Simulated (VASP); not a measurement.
# SrIr2 with r2SCAN: from relaxation to properties, part 2 of 6

Wanted: the relaxed cell of SrIr2 and its properties. The start is a computed cell from the Materials Project.

VASP 6.6.1; r2SCAN; plane waves and PAW (Sr_sv, Ir).

Still holding for the runs below: The k-mesh is coarse for a metal.

So far. Step 2 (Full relaxation (r2SCAN)): It ends with forces that vanish by symmetry and a pressure of 0.03 GPa.

## Step 3: Density, ELF and potential (r2SCAN)

The relaxed cell gets a fresh self-consistent run, on a basis set for its own volume, to fix the density and to check the remaining stress.

The input, INCAR:

```
SYSTEM = SrIr2
PREC = Accurate
ENCUT = 400
EDIFF = 1E-06
NELM = 100
ISMEAR = 1
SIGMA = 0.2
LREAL = .FALSE.
ALGO = Normal
METAGGA = R2SCAN
LASPH = .TRUE.
NBANDS = 34
LORBIT = 11
LWAVE = .FALSE.
LCHARG = .TRUE.
ISIF = 2
LELF = .TRUE.
LVHAR = .TRUE.
```

The input, POSCAR:

```
SrIr2
1.0
    0.0000000000      3.8544980170      3.8544980170
    3.8544980170      0.0000000000      3.8544980170
    3.8544980170      3.8544980170      0.0000000000
Sr Ir
2 4
Direct
    0.2500000000      0.2500000000      0.2500000000
    0.0000000000      0.0000000000      0.0000000000
    0.6250000000      0.1250000000      0.6250000000
    0.6250000000      0.6250000000      0.1250000000
    0.1250000000      0.6250000000      0.6250000000
    0.6250000000      0.6250000000      0.6250000000
```

The input, KPOINTS:

```
Automatic mesh
0
Gamma
6 6 6
0 0 0
```

Potentials, in the order of the species: Sr_sv and Ir (PBE family, release 64).

Command:

```
> mpirun -np 4 vasp_std
```

The program printed:

```text
[banner, memory and clock lines left out]
running    4 mpi-ranks, on    1 nodes
 distrk:  each k-point on    4 cores,    1 groups
 distr:  one band on    1 cores,    4 groups

 POSCAR found type information on POSCAR SrIr
 POSCAR found :  2 types and       6 ions
 [... a notice as in an earlier step ...]

 LDA part: xc-table for (None), standard interpolation
|                                                                             |
|           W    W    AA    RRRRR   N    N  II  N    N   GGGG   !!!           |
|           W    W   A  A   R    R  NN   N  II  NN   N  G    G  !!!           |
|           W    W  A    A  R    R  N N  N  II  N N  N  G       !!!           |
|           W WW W  AAAAAA  RRRRR   N  N N  II  N  N N  G  GGG   !            |
|           WW  WW  A    A  R   R   N   NN  II  N   NN  G    G                |
|           W    W  A    A  R    R  N    N  II  N    N   GGGG   !!!           |
|                                                                             |
|     The number of bands has been changed from the values supplied in        |
|     The orbitals not found in the WAVECAR file will be initialized with     |
|     random numbers, which is usually adequate. For correlated               |
|     calculations, however, you should redo the groundstate calculation.     |
|     I found NBANDS = 34. Now, NBANDS = 36.                                  |
|                                                                             |

 POSCAR, INCAR and KPOINTS ok, starting setup
 FFT: planning ... GRIDC
 FFT: planning ... GRID_SOFT
 FFT: planning ... GRID
 WAVECAR not read
 entering main loop
       N       E                     dE             d eps       ncg     rms          rms(c)
DAV:   1     0.273218527069E+03    0.27322E+03   -0.22633E+04  1152   0.127E+03
DAV:   2    -0.216588894979E+03   -0.48981E+03   -0.47160E+03  1164   0.420E+02
DAV:   3    -0.258058929229E+03   -0.41470E+02   -0.39388E+02  1780   0.105E+02
DAV:   4    -0.261249701159E+03   -0.31908E+01   -0.31648E+01  1896   0.253E+01
DAV:   5    -0.261297805770E+03   -0.48105E-01   -0.48046E-01  1604   0.273E+00    0.538E+01
DAV:   6    -0.242550783615E+03    0.18747E+02   -0.48914E+01  1924   0.406E+01    0.108E+01
DAV:   7    -0.241748707024E+03    0.80208E+00   -0.61512E+00  1812   0.148E+01    0.104E+01
DAV:   8    -0.241763428101E+03   -0.14721E-01   -0.87950E-01  1656   0.504E+00    0.563E+00
DAV:   9    -0.241713322740E+03    0.50105E-01   -0.28122E-01  1660   0.376E+00    0.121E+00
DAV:  10    -0.241716083605E+03   -0.27609E-02   -0.12489E-02  1780   0.641E-01    0.274E-01
DAV:  11    -0.241716376028E+03   -0.29242E-03   -0.87281E-04  1380   0.173E-01    0.725E-02
DAV:  12    -0.241716424064E+03   -0.48037E-04   -0.66242E-05  1656   0.458E-02    0.158E-02
DAV:  13    -0.241716427877E+03   -0.38129E-05   -0.59857E-06  1388   0.128E-02    0.729E-03
DAV:  14    -0.241716426983E+03    0.89464E-06   -0.68876E-07   764   0.695E-03
   1 F= -.24171643E+03 E0= -.24171397E+03  d E =-.737107E-02
```

It took 53 s on 4 MPI ranks of Intel Xeon Platinum 8259CL at 2.50GHz (Skylake/Cascade Lake), shared host; peak memory 0.6 GiB; 2.8 min of CPU time.

OUTCAR, selected parts (step 3):

```text
  LATTYP: Found a face centered cubic cell.
 ALAT       =     7.7089960340

 Found     16 irreducible k-points:

   k-points           NKPTS =     16   k-points in BZ     NKDIM =     16   number of bands    NBANDS=     36

   NELECT =      56.0000    total number of electrons

 E-fermi :   5.9217

 k-point     1 :       0.0000    0.0000    0.0000
  band No.  band energies     occupation
    ...
     22       5.6024      2.04643
     23       5.6024      2.04643
     24       5.6024      2.04643
     25       5.7245      2.04721
     26       5.7245      2.04721
     27       6.9396     -0.00000
     28       6.9396     -0.00000
     29       7.2049     -0.00000
     30       7.3819     -0.00000
     31       7.3819     -0.00000
    ...

 k-point     2 :       0.1667    0.0000    0.0000
  band No.  band energies     occupation
    ...
     22       5.2402      2.00002
     23       5.2402      2.00002
     24       5.5758      2.03455
     25       5.6568      2.06825
     26       5.6568      2.06825
     27       6.1049     -0.02809
     28       6.5772     -0.00004
     29       6.5772     -0.00004
     30       7.3763     -0.00000
     31       7.6349     -0.00000
    ...

  Total        0.0104920      0.0104920      0.0104920     -0.0000000      0.0000000      0.0000000
  in kB        0.1467700      0.1467700      0.1467700     -0.0000000      0.0000000      0.0000000
  external PRESSURE =       0.1467700 kB  Pullay stress =       0.0000000 kB

 POSITION                                       TOTAL-FORCE (eV/Angst)
 -----------------------------------------------------------------------------------
      1.92725      1.92725      1.92725        -0.000000     -0.000000      0.000000
      0.00000      0.00000      0.00000         0.000000      0.000000     -0.000000
      2.89087      4.81812      2.89087         0.000000     -0.000000     -0.000000
      2.89087      2.89087      4.81812         0.000000     -0.000000     -0.000000
      4.81812      2.89087      2.89087         0.000000     -0.000000     -0.000000
      4.81812      4.81812      4.81812         0.000000     -0.000000     -0.000000
 -----------------------------------------------------------------------------------
    total drift:                                0.000000      0.000000      0.000000

  FREE ENERGIE OF THE ION-ELECTRON SYSTEM (eV)
  ---------------------------------------------------
  free  energy   TOTEN  =      -241.7164269827 eV

  energy  without entropy=     -241.7090559130  energy(sigma->0) =     -241.71396996

 total charge
# of ion       s       p       d       tot
------------------------------------------
    1        2.033   5.878   0.312   8.223
    2        2.033   5.878   0.312   8.223
    3        0.740   0.485   7.027   8.252
    4        0.740   0.485   7.027   8.252
    5        0.740   0.485   7.027   8.252
    6        0.740   0.485   7.027   8.252
--------------------------------------------------
tot          7.026  13.696  28.732  49.454

[... 7 parts as in an earlier step ...]

[... 5 further parts left out ...]
```

Numbers from this step:

```
SCF cycles          : 14
bands               : 36
free energy (TOTEN) : -241.7164 eV
Fermi energy        : 5.922 eV
pressure            : 0.01468 GPa
```

Valence electrons inside each PAW sphere by angular momentum. Sphere charges, by row:

```
atom  s (e)  p (e)  d (e)  tot (e)
 Sr1  2.033  5.878  0.312    8.223
 Sr2  2.033  5.878  0.312    8.223
 Ir3   0.74  0.485  7.027    8.252
 Ir4   0.74  0.485  7.027    8.252
 Ir5   0.74  0.485  7.027    8.252
 Ir6   0.74  0.485  7.027    8.252
```

ELF in the ac plane of a cell with a along [110], b along [-110] and c along [001] of the cube at fractional y = 0.000, with atoms of Sr and Ir within 0.2 Å of it. It is the smooth field of the valence electrons, not physical close to the nuclei.

Ten even steps from '_' (0.01) to '@' (0.81), each cell a mean:
```
======--====--::::--==----============--==--::::::--==--======
========::......::....::--============--::....::....::--======
======--....++####++::..--==========--::..--**##**--..::--====
====--::..++@@@@@@@@++..::--========--..::%%@@@@@@##--..--====
====--..::%%@@####@@##::..--========::..++@@%%##%%@@++..::====
::::::__--%%@@####@@%%::..::::::::::....**@@%%##%%@@++....::::
....____..##@@@@@@@@##..____........____==@@@@@@@@@@==______..
**++::____--**##%%**::____::++****==..__..==##%%##==..__..--**
@@@@##::____..::::..____::##@@@@@@%%==____....::..______==@@@@
%%@@@@==__..::::::::..__==@@@@%%%%@@##..__..::::::......##@@%%
##@@@@==..::--====--::..==@@%%##%%@@##....--======--....##@@##
@@@@##::..--========--..::##@@@@@@@@++..::==========::..++@@@@
@@##--..::==========--::..--##@@%%++....--==========--..::**%%
--::..::--============--::..::--::....::==============::....--
..::------============------::....::----==============----::..
--==++==--------==------======--======--------==--------====--
====--....::--------::..::--========::....----------....::====
==--..______--====--______..--====::______..--==--..______::==
==--..______::====::______..--====::______..--==--..______::==
----::____::--====--::____::--------..__..--======--..__..----
----------============--------==--------==++==========--------
```
Columns run along a (10.9 Å), rows up along c (7.7 Å), edges of the conventional cell, whose origin can differ from the input's. Atoms in or near the plane, at fractional coordinates: Sr at (0.25, 0.75), Sr at (0.75, 0.75), Sr at (0.00, 0.50), Sr at (0.50, 0.50), Ir at (0.38, 0.13), Ir at (0.88, 0.13), Ir at (0.13, 0.13), Ir at (0.62, 0.13).

Electrostatic potential energy in the ac plane of a cell with a along [110], b along [-110] and c along [001] of the cube at fractional y = 0.000, with atoms of Sr and Ir within 0.2 Å of it. With pseudopotentials it is smooth inside the atoms' cores, unlike the true potential.

Ten even steps from '0' (-46 eV) to '9' (2 eV), each cell a mean:
```
9999999999999999999999999999999
9999999889999999999999989999999
9999987777899999999998777899999
9999976556799999999987555789999
9999875445789999999976434679999
9999875345789999999976434679999
9999876556789999999986555789999
7889987777899887788988777889887
5678999889998765678999888999876
4568999999998654467899999998764
3468999999998643457899999998754
4578999999998754567999999999765
6789999999999876678999999999876
8899999999999988899999999999998
9999999999999999999999999999999
9987789999877899997778999877799
9852247997422589963225898522369
9620015885100269840003797300048
8610015885000168830003797200048
9731137996311479852125898521268
9975578998755799986568999865689
```
Columns run along a (10.9 Å; values clipped at the 3rd and 97th percentile), rows up along c (7.7 Å), edges of the conventional cell, whose origin can differ from the input's. Atoms in or near the plane, at fractional coordinates: Sr at (0.25, 0.75), Sr at (0.75, 0.75), Sr at (0.00, 0.50), Sr at (0.50, 0.50), Ir at (0.38, 0.13), Ir at (0.88, 0.13), Ir at (0.13, 0.13), Ir at (0.62, 0.13).

Valence density in the ac plane of a cell with a along [110], b along [-110] and c along [001] of the cube at fractional y = 0.000, with atoms of Sr and Ir within 0.2 Å of it. It is the smooth field of the valence electrons, not physical close to the nuclei.

Ten even steps from '_' (0.1 e/Å³) to '@' (3.3 e/Å³), each cell a mean:
```
______________________________________________________________
______________________________________________________________
..__________..::::..__________..____________..::..____________
__________..==****==..____________________::++**++::__________
__________::**@@@@**::__________________..==%%@@%%==..________
__________::##@@@@**::__________________..==%%@@%%==..________
__________..==****==..____________________::++##++::__________
....________..::::..________......__________..::..__________..
++--..____________________..==++++::______________________::++
@@##--____________________--##@@%%++..__________________..++%%
@@%%--____________________--%%@@@@**..__________________..**@@
%%++::____________________::++%%##==..__________________..==##
--::________________________::----..__________..__________..--
______________________________________________________________
______________________________________________________________
____........________........________........______........____
__..--====--..____..--====--..____::====--::..__..::--====::__
..::==****==::....::==****==::....--++**++--......--++**++--..
..::==**##++::....::++##**==::....--++##**--......--**##++--..
__..--==++==::____::==++==--..__..::==++==--..__..--==++==::..
__....::::::..____..::::::....____..::::::..______..::::::..__
```
Columns run along a (10.9 Å), rows up along c (7.7 Å), edges of the conventional cell, whose origin can differ from the input's. Atoms in or near the plane, at fractional coordinates: Sr at (0.25, 0.75), Sr at (0.75, 0.75), Sr at (0.00, 0.50), Sr at (0.50, 0.50), Ir at (0.38, 0.13), Ir at (0.88, 0.13), Ir at (0.13, 0.13), Ir at (0.62, 0.13).

In this run the pressure is 0.01 GPa, small enough to go on; single stress components reach 0.01 GPa.

(Part 2 of 6 ends here.)

[Lines on the potential files, build, host, timing and source positions are cut from VASP's logs without a mark.]

[Logs are printed without paths, hosts, clocks, repeated set-up lines and the standing remarks that a program may print on its own settings, such as how far it seeks lower states.]

[Hosts, paths, dates, database ids (printed as entryN), source tags and the programs' standing remarks are cut or masked in the printed files.]

[A measured line is paired with the nearest computed mode of its activity, which favours agreement.]

[In band tables of VASP the shares of atoms and orbitals are scaled to a sum of 1 inside the atoms' spheres.]
